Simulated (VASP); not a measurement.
VASP input:

### INCAR
```
SYSTEM = CdS
PREC = Accurate
ENCUT = 520
EDIFF = 1E-6
NELM = 100
ALGO = Normal
LREAL = .FALSE.
LASPH = .TRUE.
ISMEAR = 0
SIGMA = 0.05
GGA = MK
PARAM1 = 0.1234
PARAM2 = 1.0
LUSE_VDW = .TRUE.
AGGAC = 0.0
LMAXMIX = 4
LWAVE = .FALSE.
LCHARG = .FALSE.
IBRION = 2
ISIF = 3
NSW = 60
EDIFFG = -0.02
```

**POSCAR**
```
CdS
1.0
  2.0847336075  -3.6108643532   0.0000000000
  2.0847336075   3.6108643532   0.0000000000
  0.0000000000   0.0000000000   6.7751631517
Cd S
2 2
Cart
  2.0847336075  -1.2036238583   3.3876691658
  2.0847336075   1.2036238583   0.0000875900
  2.0847336075  -1.2036238583   5.9417304941
  2.0847336075   1.2036238583   2.5541489182
```

KPOINTS:
```
kpoints
0
G
  6 6 3
```

POTCAR, in this order: Cd S (PBE.64 set). Program: vasp_std.

### Question
Translate this optB86b-vdW calculation to Quantum ESPRESSO's pw.x.

### Answer
One equivalent input (not run):
```
&CONTROL
  calculation = 'vc-relax'
  pseudo_dir = './pseudo'
  outdir = './out'
  tprnfor = .true.
  tstress = .true.
  nstep = 60
  forc_conv_thr = 0.00078
/
&SYSTEM
  ibrav = 0
  nat = 4
  ntyp = 2
  ecutwfc = 102
  occupations = 'smearing'
  smearing = 'gaussian'
  degauss = 0.003675
  input_dft = 'vdw-df-ob86'
/
&ELECTRONS
  conv_thr = 7.3e-08
  electron_maxstep = 100
/
&IONS
/
&CELL
/
ATOMIC_SPECIES
  Cd 112.414 Cd.upf
  S 32.060 S.upf
CELL_PARAMETERS angstrom
     2.0847336   -3.6108644    0.0000000
     2.0847336    3.6108644    0.0000000
    -0.0000000    0.0000000    6.7751632
ATOMIC_POSITIONS crystal
  Cd   0.6666670  0.3333330  0.5000129
  Cd   0.3333330  0.6666670  0.0000129
  S    0.6666670  0.3333330  0.8769871
  S    0.3333330  0.6666670  0.3769871
K_POINTS automatic
  6 6 3 0 0 0
```
Limits of the translation: the potentials are each code's own (VASP's PAW set, PseudoDojo norm-conserving files in pw.x), so ENCUT and ecutwfc are chosen apart and not converted; conv_thr bounds pw.x's estimated SCF error, while EDIFF bounds the energy change between steps; forc_conv_thr acts on force components and is met together with etot_conv_thr.

The compound is CdS in the wurtzite structure. It was relaxed first. The start is the result of an earlier pass.
